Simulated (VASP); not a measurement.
Given:

```xyz
2
Lattice="2.6227 0.0000 0.0000 0.0000 2.6227 0.0000 0.0000 0.0000 2.6227" Properties=species:S:1:pos:R:3 pbc="T T T"
Si     0.0000     0.0000     0.0000
C      1.3113     1.3113     1.3113
```

Level of theory: PBEsol GGA, VASP's PBE PAW potentials (set 64) (plane waves; VASP). Numerical set-up: 520 eV cut-off, Gaussian smearing of 0.050 eV, potentials Si C.

**Question.** Give the energies of bands 1 to 7 at the high-symmetry points, in eV from the Fermi level.

**Answer.** 
```json
[
 {"band": "1", "Γ": "-17.77", "X": "-13.59", "M": "-9.95", "R": "-6.90"},
 {"band": "2", "Γ": "-1.13", "X": "-12.09", "M": "-8.13", "R": "-4.53"},
 {"band": "3", "Γ": "-1.13", "X": "0.91", "M": "-8.13", "R": "-4.53"},
 {"band": "4", "Γ": "-1.13", "X": "0.91", "M": "-5.51", "R": "-4.53"},
 {"band": "5", "Γ": "1.82", "X": "5.26", "M": "2.49", "R": "-1.62"},
 {"band": "6", "Γ": "4.86", "X": "6.60", "M": "8.94", "R": "-1.62"},
 {"band": "7", "Γ": "4.86", "X": "7.66", "M": "8.94", "R": "-1.62"}
]
```

It has no gap at this level: it comes out as a metal or semimetal.

The structure was generated: SiC was put into the CsCl type type (Pm-3m), which need not be its known phase. It was relaxed first, which changed the volume by +26 %.
